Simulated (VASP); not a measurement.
An input for Ansatz (written as the equivalent of a VASP run, and not itself run):

Ansatz 0.2 input:
```yaml
crystal:
  lattice:
    - [3.5881211, 0.0000000, 0.0000000]
    - [-1.7940605, 3.1074050, 0.0000000]
    - [0.0000000, 0.0000000, 5.9668388]
  atoms:
    - { symbol: Be, position: [0.3333330, 0.6666670, 0.0018402] }
    - { symbol: Be, position: [0.6666670, 0.3333330, 0.5018402] }
    - { symbol: Te, position: [0.3333330, 0.6666670, 0.3731598] }
    - { symbol: Te, position: [0.6666670, 0.3333330, 0.8731598] }
kpoints:
  mp_grid: { grid: [7, 7, 4] }
hamiltonian:
  xc: pbesol
  pseudopotentials: { kind: paw }
scf:
  occupations: { method: gaussian, width: 0.05 }
  max_iter: 100
relax:
  max_steps: 40
  f_tol: 0.02
  cell: { p_target: 30 }
output: { forces: true, stress: true, eigenvalues: true }
```

Task: Translate this input to VASP (INCAR, KPOINTS, POSCAR, choice of POTCAR).

Result: One answer among several that fit: 
**POSCAR**
```
BeTe
1
    3.5881210891    -0.0000000000    -0.0000000000
   -1.7940605446     3.1074049734    -0.0000000000
    0.0000000000     0.0000000000     5.9668387739
Be Te
2 2
Direct
  0.3333330000   0.6666670000   0.0018401811
  0.6666670000   0.3333330000   0.5018401811
  0.3333330000   0.6666670000   0.3731598189
  0.6666670000   0.3333330000   0.8731598189
```

**INCAR**
```
ENCUT=500   # plane-wave cut-off (eV)
GGA=PS
ISMEAR=0   # Gaussian
LCHARG=.False.
PSTRESS=300   # kbar
SIGMA=0.05
SYSTEM=BeTe
PREC=Accurate
LWAVE=.False.
ALGO=Normal   # blocked Davidson
LASPH=.True.   # aspherical one-centre terms
NSW=40
LMAXMIX=4
EDIFF=1E-6   # SCF stop (eV)
LREAL=.False.   # projection in real space or not
EDIFFG=-0.02
ISIF=3
NELM=100
IBRION=2
```

**KPOINTS**
```
K-points
0
gamma
7 7 4
```

POTCAR, in this order: Be Te (PBE.64 set). Program: vasp_std.

The two are equivalent in intent, not identical: each code has its own PAW files, so the cut-off isn't converted (ENCUT is set for VASP's; basis.ecutwfc is left out, and Ansatz then takes the one that its files recommend); Ansatz stops its SCF on the density residual and VASP on the energy change (EDIFF).

The structure was generated: BeTe was put into the wurtzite type (P6_3mc), which need not be its known phase. It was relaxed first under an external pressure of 30 GPa.
